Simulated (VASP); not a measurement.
All values below come from PBE GGA, VASP's PBE PAW potentials (set 64) (plane waves; VASP).

A VASP calculation is set up with these files.

### POSCAR
```
CsCl
1.0
  4.9735620000   0.0000000000   0.0000000000
  0.0000000000   4.9735620000   0.0000000000
  0.0000000000   0.0000000000   8.7574830000
Cs Cl
2 2
Cartesian
  0.0000000000   2.4867810000   0.0000000000
  2.4867810000   0.0000000000   4.3787415000
  0.0000000000   0.0000000000   2.1893707500
  0.0000000000   0.0000000000   6.5681122500
```

**KPOINTS**
```
Automatic mesh
0
Gamma
2 2 2
0 0 0
```

### INCAR
```
SYSTEM = CsCl
PREC = Accurate
ENCUT = 300
EDIFF = 1E-6
NELM = 100
ALGO = Normal
LREAL = .FALSE.
LASPH = .TRUE.
ISMEAR = 0
SIGMA = 0.136
GGA = PE
LMAXMIX = 4
LWAVE = .FALSE.
LCHARG = .FALSE.
ISIF = 2
```

POTCAR, in this order: Cs_sv Cl (PBE.64 set). Program: vasp_std.

**Question.** What will the output report for the number of irreducible k-points (NKPTS), largest plane-wave count, number of space-group operations, FFT grid (NGX, NGY, NGZ)?

**Answer.** 
```yaml
number of irreducible k-points (NKPTS): 6
largest_plane_wave_count: 2572
number_of_space_group_operations: 16
FFT grid (NGX, NGY, NGZ): 28 × 28 × 50
```

The structure was generated: CsCl was put into an ordered model structure, which need not be its known phase. The cell was not relaxed at this level. The k-mesh is coarse (spacing up to 0.63 per Å, 2π included), so the numbers may not be converged in it. The run is one of a series of settings (KPOINTS 2×2×2 Γ-centred mesh against the base run), some of them coarse on purpose.
